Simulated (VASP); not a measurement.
All values below come from r2SCAN meta-GGA, VASP's PBE PAW potentials (set 64) (plane waves; VASP).

A VASP calculation is set up with these files.

INCAR:
```
ALGO = Normal
EDIFF = 1E-6
EDIFFG = -0.01
ENCUT = 400
IBRION = 2
ISIF = 3
ISMEAR = 1
LASPH = .TRUE.
LCHARG = .FALSE.
LMIXTAU = .TRUE.
LREAL = .FALSE.
LWAVE = .FALSE.
METAGGA = R2SCAN
NELM = 100
NSW = 60
PREC = Accurate
SIGMA = 0.1
SYSTEM = Si
```

KPOINTS:
```
Automatic mesh
0
Gamma
14 14 14
0 0 0
```

File POSCAR:
```
Si
1.0
 -2.3713700000   2.3713700000   1.3292650000
  2.3713700000  -2.3713700000   1.3292650000
  2.3713700000   2.3713700000  -1.3292650000
Si
2
Cart
  2.3713700000   0.0000000000   0.6646325000
  0.0000000000   0.0000000000   1.3292650000
```

POTCAR, in this order: Si (PBE.64 set). Program: vasp_std.

### Question
What will the output report for the number of irreducible k-points (NKPTS), number of bands (NBANDS), largest plane-wave count, number of space-group operations, FFT grid (NGX, NGY, NGZ)?

### Answer

The number of irreducible k-points (NKPTS) is 244 and the number of bands (NBANDS) comes out as 8. The largest plane-wave count is 556. The number of space-group operations is 16 and the FFT grid (NGX, NGY, NGZ) is 24 × 24 × 24.

The structure comes from a computed database's Si entry (I4_1/amd); how it stands against other phases isn't given here. This run relaxes it. Symmetry was kept, so distortions that lower it aren't found.
